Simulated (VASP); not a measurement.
An input for Quantum ESPRESSO's pw.x (written as the equivalent of a VASP run, and not itself run):

```
&CONTROL
  calculation = 'scf'
  pseudo_dir = './pseudo'
  outdir = './out'
  tprnfor = .true.
  tstress = .true.
/
&SYSTEM
  ibrav = 0
  nat = 2
  ntyp = 2
  ecutwfc = 88
  occupations = 'smearing'
  smearing = 'gaussian'
  degauss = 0.003675
  input_dft = 'vdw-df-obk8'
/
&ELECTRONS
  conv_thr = 7.3e-09
  electron_maxstep = 100
/
ATOMIC_SPECIES
  Na 22.990 Na.upf
  Cl 35.450 Cl.upf
CELL_PARAMETERS angstrom
     0.0000000    2.8036216    2.8036216
     2.8036216    0.0000000    2.8036216
     2.8036216    2.8036216    0.0000000
ATOMIC_POSITIONS crystal
  Na   0.0000000  0.0000000  0.0000000
  Cl   0.5000000  0.5000000  0.5000000
K_POINTS automatic
  8 8 8 0 0 0
```

Q: Translate this input to VASP (INCAR, KPOINTS, POSCAR, choice of POTCAR).

A: Several could match; the one computed here: 
**POSCAR**
```
NaCl
1
    0.0000000000     2.8036215773     2.8036215773
    2.8036215773     0.0000000000     2.8036215773
    2.8036215773     2.8036215773     0.0000000000
Na Cl
1 1
Direct
  0.0000000000   0.0000000000   0.0000000000
  0.5000000000   0.5000000000   0.5000000000
```

### INCAR
```
SYSTEM = NaCl
PREC = Accurate
ENCUT = 520
EDIFF = 1E-7
NELM = 100
ALGO = Normal
LREAL = .FALSE.
LASPH = .TRUE.
ISMEAR = 0
SIGMA = 0.05
GGA = BO
PARAM1 = 0.1833333333
PARAM2 = 0.22
LUSE_VDW = .TRUE.
AGGAC = 0.0
LWAVE = .FALSE.
LCHARG = .FALSE.
ISIF = 2
```

### KPOINTS
```
kpoints
0
Gamma
  8 8 8
0 0 0
```

POTCAR, in this order: Na_pv Cl (PBE.64 set). Program: vasp_std.

What does not carry over: the potentials are each code's own (VASP's PAW set, PseudoDojo norm-conserving files in pw.x), so ENCUT and ecutwfc are chosen apart and not converted; conv_thr bounds pw.x's estimated SCF error, while EDIFF bounds the energy change between steps.

The compound is NaCl in the rock salt structure. It was relaxed first.
